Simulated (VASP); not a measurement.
OSZICAR of a VASP run on Ti (hcp):

**OSZICAR**
```
       N       E                     dE             d eps       ncg     rms          rms(c)
DAV:   1     0.251555664347E+03    0.25156E+03   -0.13633E+04  2688   0.186E+03
DAV:   2     0.159566604328E+02   -0.23560E+03   -0.23426E+03  2800   0.491E+02
DAV:   3    -0.109656713160E+02   -0.26922E+02   -0.26721E+02  5296   0.135E+02
DAV:   4    -0.120839455606E+02   -0.11183E+01   -0.11182E+01  2760   0.290E+01
DAV:   5    -0.121484064115E+02   -0.64461E-01   -0.64458E-01  4512   0.477E+00    0.118E+01
DAV:   6    -0.100529026585E+02    0.20955E+01   -0.80406E+00  3176   0.327E+01    0.290E+00
DAV:   7    -0.100385457891E+02    0.14357E-01   -0.77093E-01  4056   0.736E+00    0.197E+00
DAV:   8    -0.100616240678E+02   -0.23078E-01   -0.20416E-01  3136   0.617E+00    0.682E-01
DAV:   9    -0.100527197817E+02    0.89043E-02   -0.50441E-02  3224   0.256E+00    0.559E-02
DAV:  10    -0.100529053861E+02   -0.18560E-03   -0.21580E-03  4264   0.372E-01    0.789E-02
DAV:  11    -0.100529615000E+02   -0.56114E-04   -0.16280E-04  3112   0.112E-01    0.237E-02
DAV:  12    -0.100529500278E+02    0.11472E-04   -0.31972E-05  3776   0.424E-02    0.731E-03
DAV:  13    -0.100529516539E+02   -0.16261E-05   -0.60150E-07  1920   0.886E-03    0.237E-03
DAV:  14    -0.100529525481E+02   -0.89418E-06   -0.32955E-07  1704   0.666E-03
   1 F= -.10052953E+02 E0= -.10052930E+02  d E =-.100530E+02
       N       E                     dE             d eps       ncg     rms          rms(c)
DAV:   1    -0.117422283728E+02   -0.16893E+01   -0.41728E+01  3656   0.872E+01    0.111E+01
DAV:   2    -0.100793736383E+02    0.16629E+01   -0.76103E+00  3872   0.338E+01    0.334E+00
DAV:   3    -0.999334860874E+01    0.86025E-01   -0.12081E+00  3848   0.775E+00    0.123E+00
DAV:   4    -0.100278976551E+02   -0.34549E-01   -0.26838E-01  3448   0.404E+00    0.297E-01
DAV:   5    -0.100443366249E+02   -0.16439E-01   -0.34849E-02  3736   0.150E+00    0.494E-01
DAV:   6    -0.100603514461E+02   -0.16015E-01   -0.33845E-02  3400   0.105E+00    0.120E-01
DAV:   7    -0.100610011254E+02   -0.64968E-03   -0.20560E-03  3744   0.344E-01    0.979E-02
DAV:   8    -0.100615710515E+02   -0.56993E-03   -0.14100E-03  3320   0.280E-01    0.251E-02
DAV:   9    -0.100615901975E+02   -0.19146E-04   -0.22881E-04  4072   0.825E-02    0.174E-02
DAV:  10    -0.100615910625E+02   -0.86496E-06   -0.81666E-06  2856   0.261E-02
   2 F= -.10061591E+02 E0= -.10061512E+02  d E =-.863851E-02
       N       E                     dE             d eps       ncg     rms          rms(c)
DAV:   1    -0.103862267002E+02   -0.32464E+00   -0.77706E+00  3680   0.396E+01    0.477E+00
DAV:   2    -0.100740400688E+02    0.31219E+00   -0.16719E+00  4048   0.151E+01    0.136E+00
DAV:   3    -0.100588527165E+02    0.15187E-01   -0.19453E-01  3712   0.303E+00    0.412E-01
DAV:   4    -0.100656719530E+02   -0.68192E-02   -0.36936E-02  3800   0.135E+00    0.184E-01
DAV:   5    -0.100717854046E+02   -0.61135E-02   -0.13973E-02  3440   0.766E-01    0.250E-01
DAV:   6    -0.100728887089E+02   -0.11033E-02   -0.33050E-03  3944   0.508E-01    0.792E-02
DAV:   7    -0.100731642752E+02   -0.27557E-03   -0.61839E-04  3472   0.192E-01    0.126E-02
DAV:   8    -0.100731914668E+02   -0.27192E-04   -0.81358E-05  4152   0.527E-02    0.644E-03
DAV:   9    -0.100731906702E+02    0.79658E-06   -0.22938E-06  2184   0.152E-02
   3 F= -.10073191E+02 E0= -.10073109E+02  d E =-.202381E-01
```

Q: Which electronic solver shows in the log?

A: It is blocked Davidson (ALGO = Normal, or the opening steps of other solvers). The INCAR had ALGO = Normal.

Q: Can the final energy be trusted as converged?

A: Self-consistency was reached. It stopped with EDIFF = 1E-6, NELM = 100, NSW = 60 and EDIFFG = -0.01 after 3 ionic steps (optB86b-vdW, plane waves, VASP's PBE PAW potentials (set 64)). Energy and stress use the plane-wave basis of the starting cell.

The compound is Ti in the hcp structure. This run relaxes it. Symmetry was kept, so distortions that lower it aren't found.
